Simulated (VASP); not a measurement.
Input:

CoSi$_{2}$ has the cubic space group Fm-3m (No. 225), Pearson symbol cF12. Lattice parameters: a = 5.3574 Å, b = 5.3574 Å, c = 5.3574 Å, α = 90.00°, β = 90.00°, γ = 90.00°. Co on 4a sees 8 Si at 2.320 Å (cubic). Si on 8c sees 4 Co at 2.320 Å and 6 Si at 2.679 Å. (Neighbours: up to the widest gap in distance over summed covalent radii, below 1.35, at either atom; cation-cation and far metal-metal contacts left out.)
(The calculation used a cell of 3 atoms; values per cell refer to that cell.)

Level of theory: PBE GGA, VASP's PBE PAW potentials (set 64) (plane waves; VASP). Settings: 480 eV cut-off, 10×10×10 Γ-centred mesh, first-order Methfessel-Paxton smearing of 0.10 eV, potentials Co Si.

Each relaxation starts from this cell; other phases were not tried.

### Question
The cell is relaxed at 1 GPa. What happens?

### Answer
The volume per atom goes from 12.81 to 12.75 Å³ (-0.5 %), and the cell becomes a = b = c = 5.3480 Å, α = β = γ = 90.00°, space group Fm-3m.

Failed runs are left out, and for metals the shear rows, which the mesh's noise covers.

The compound is CoSi2 in the fluorite structure. The run is not spin-polarised, so no magnetic state was tried. The electron count is odd and the run is not spin-polarised, which forces a metal.
